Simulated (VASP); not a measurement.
All values below come from PBE GGA, VASP's PBE PAW potentials (set 64) (plane waves; VASP).

VASP input:

KPOINTS:
```
Automatic mesh
0
Gamma
12 12 12
0 0 0
```

### INCAR
```
SIGMA = 0.05
ISIF = 3   ! ions, shape and volume
SYSTEM = C
ISMEAR = 0   ! Gaussian
NSW = 40
EDIFFG = -0.01
NELM = 100   ! most electronic steps
ALGO = Normal
ENCUT = 600   ! plane-wave cut-off (eV)
LREAL = .FALSE.
PREC = Accurate
LCHARG = .FALSE.
LWAVE = .FALSE.
EDIFF = 1E-7   ! SCF stop (eV)
LASPH = .TRUE.   ! aspherical one-centre terms
GGA = PE   ! PBE
PSTRESS = 10
IBRION = 2   ! conjugate gradients
```

POSCAR:
```
C
1.0
  0.0000000000   1.7843940667   1.7843940667
  1.7843940667   0.0000000000   1.7843940667
  1.7843940667   1.7843940667   0.0000000000
C
2
Cartesian
  0.0000000000   0.0000000000   0.0000000000
  0.8921970334   0.8921970334   0.8921970334
```

POTCAR, in this order: C (PBE.64 set). Program: vasp_std.

Output

OUTCAR:
```
 ion  position               nearest neighbor table
   1  0.000  0.000  0.000-   2 1.55   2 1.55   2 1.55   2 1.55
   2  0.250  0.250  0.250-   1 1.55   1 1.55   1 1.55   1 1.55
  LATTYP: Found a face centered cubic cell.
 ALAT       =     3.5687881334
 Subroutine PRICEL returns:
 Original cell was already a primitive cell.
 Subroutine GETGRP returns: Found 48 space group operations
The static configuration has the point symmetry T_d .
 The point group associated with its full space group is O_h .
The dynamic configuration has the point symmetry T_d .
 Subroutine INISYM returns: Found 48 space group operations
 Subroutine IBZKPT returns following result:
 Found     72 irreducible k-points:

 Following reciprocal coordinates:
            Coordinates               Weight
  0.000000  0.000000  0.000000      1.000000
  0.083333  0.000000  0.000000      8.000000
  0.166667  0.000000  0.000000      8.000000
  0.250000  0.000000  0.000000      8.000000
  0.333333  0.000000  0.000000      8.000000
  0.416667  0.000000  0.000000      8.000000
  0.500000  0.000000  0.000000      4.000000
  0.083333  0.083333  0.000000      6.000000
  0.166667  0.083333  0.000000     24.000000
  0.250000  0.083333  0.000000     24.000000
  0.333333  0.083333  0.000000     24.000000
  0.416667  0.083333  0.000000     24.000000
  0.500000  0.083333  0.000000     24.000000
 -0.416667  0.083333  0.000000     24.000000
 -0.333333  0.083333  0.000000     24.000000
 -0.250000  0.083333  0.000000     24.000000
 -0.166667  0.083333  0.000000     24.000000
 -0.083333  0.083333  0.000000     12.000000
  0.166667  0.166667  0.000000      6.000000
  0.250000  0.166667  0.000000     24.000000
  0.333333  0.166667  0.000000     24.000000
  0.416667  0.166667  0.000000     24.000000
  0.500000  0.166667  0.000000     24.000000
...
```

**OSZICAR**
```
       N       E                     dE             d eps       ncg     rms          rms(c)
DAV:   1     0.147243290200E+01    0.14724E+01   -0.53860E+03  1192   0.110E+03
DAV:   2    -0.186982808355E+02   -0.20171E+02   -0.19229E+02  1872   0.121E+02
DAV:   3    -0.188244400544E+02   -0.12616E+00   -0.12616E+00  1240   0.123E+01
DAV:   4    -0.188246040167E+02   -0.16396E-03   -0.16396E-03  1656   0.469E-01
DAV:   5    -0.188246040600E+02   -0.43324E-07   -0.43324E-07  1208   0.546E-03    0.551E+00
DAV:   6    -0.183490460208E+02    0.47556E+00   -0.36416E-01  1192   0.483E+00    0.331E+00
DAV:   7    -0.181890266857E+02    0.16002E+00   -0.40220E-01  1360   0.519E+00    0.754E-01
DAV:   8    -0.181902898933E+02   -0.12632E-02   -0.18404E-03  1216   0.507E-01    0.462E-02
DAV:   9    -0.181903063500E+02   -0.16457E-04   -0.12994E-04  1672   0.102E-01    0.269E-02
DAV:  10    -0.181903191798E+02   -0.12830E-04   -0.13888E-05  1176   0.438E-02    0.589E-03
DAV:  11    -0.181903190473E+02    0.13250E-06   -0.39770E-08  1592   0.221E-03    0.134E-03
DAV:  12    -0.181903190451E+02    0.21874E-08   -0.10689E-08   592   0.132E-03
   1 F= -.18119395E+02 E0= -.18119395E+02  d E =-.181194E+02
```

### OUTCAR
```
------------------------ aborting loop because EDIFF is reached ----------------------------------------
  FORCE on cell =-STRESS in cart. coord.  units (eV):
  Direction    XX          YY          ZZ          XY          YZ          ZX
  --------------------------------------------------------------------------------------
  Total        0.0724003      0.0724003      0.0724003     -0.0000000     -0.0000000     -0.0000000
  in kB       10.2081941     10.2081941     10.2081941     -0.0000000     -0.0000000     -0.0000000
  external PRESSURE =       0.2081941 kB  Pullay stress =      10.0000000 kB
  volume of cell :       11.36
      direct lattice vectors                 reciprocal lattice vectors
     0.000000000  1.784394067  1.784394067    -0.280207164  0.280207164  0.280207164
     1.784394067  0.000000000  1.784394067     0.280207164 -0.280207164  0.280207164
     1.784394067  1.784394067  0.000000000     0.280207164  0.280207164 -0.280207164
 POSITION                                       TOTAL-FORCE (eV/Angst)
 -----------------------------------------------------------------------------------
      0.00000      0.00000      0.00000        -0.000000     -0.000000     -0.000000
      0.89220      0.89220      0.89220         0.000000      0.000000      0.000000
 -----------------------------------------------------------------------------------
    total drift:                                0.000000      0.000000      0.000000
  FREE ENERGIE OF THE ION-ELECTRON SYSTEM (eV)
  ---------------------------------------------------
  free  energy   TOTEN  =       -18.1903190451 eV

  energy  without entropy=      -18.1903190451  energy(sigma->0) =      -18.19031905
  enthalpy is  TOTEN    =       -18.1193952895 eV   P V=        0.0709237556

 reached required accuracy - stopping structural energy minimisation
```
(Selected blocks of OUTCAR.)

OUTCAR:
```
 val. band max:        9.7036081704   @ k =   0.0000   0.0000   0.0000

 cond. band min:      13.8532086425   @ k =   0.3333   0.3333   0.0000


 Fermi energy:        10.0313010259

 k-point     1 :       0.0000    0.0000    0.0000
  band No.  band energies     occupation
      1     -11.7497      2.00000
      2       9.7036      2.00000
      3       9.7036      2.00000
      4       9.7036      2.00000
      5      15.2891      0.00000
      6      15.2891      0.00000
      7      15.2891      0.00000
      8      22.9955      0.00000

 k-point     2 :       0.0833    0.0000    0.0000
  band No.  band energies     occupation
      1     -11.5578      2.00000
      2       8.4791      2.00000
      3       9.3816      2.00000
      4       9.3816      2.00000
      5      15.7110      0.00000
      6      15.7110      0.00000
      7      16.0016      0.00000
      8      23.1614      0.00000

 k-point     3 :       0.1667    0.0000    0.0000
  band No.  band energies     occupation
      1     -10.9839      2.00000
      2       5.9523      2.00000
      3       8.6822      2.00000
      4       8.6822      2.00000
      5      16.6283      0.00000
      6      16.6283      0.00000
      7      17.0863      0.00000
      8      23.6394      0.00000

 k-point     4 :       0.2500    0.0000    0.0000
  band No.  band energies     occupation
      1     -10.0370      2.00000
      2       3.1205      2.00000
      3       7.9608      2.00000
      4       7.9608      2.00000
      5      17.4843      0.00000
      6      17.4843      0.00000
      7      17.8326      0.00000
      8      24.3105      0.00000

 k-point     5 :       0.3333    0.0000    0.0000
  band No.  band energies     occupation
      1      -8.7380      2.00000
      2       0.3454      2.00000
      3       7.3881      2.00000
      4       7.3881      2.00000
      5      17.9720      0.00000
      6      17.9720      0.00000
      7      18.2530      0.00000
...
```

The compound is C in the diamond structure. It was relaxed first under an external pressure of 1 GPa.
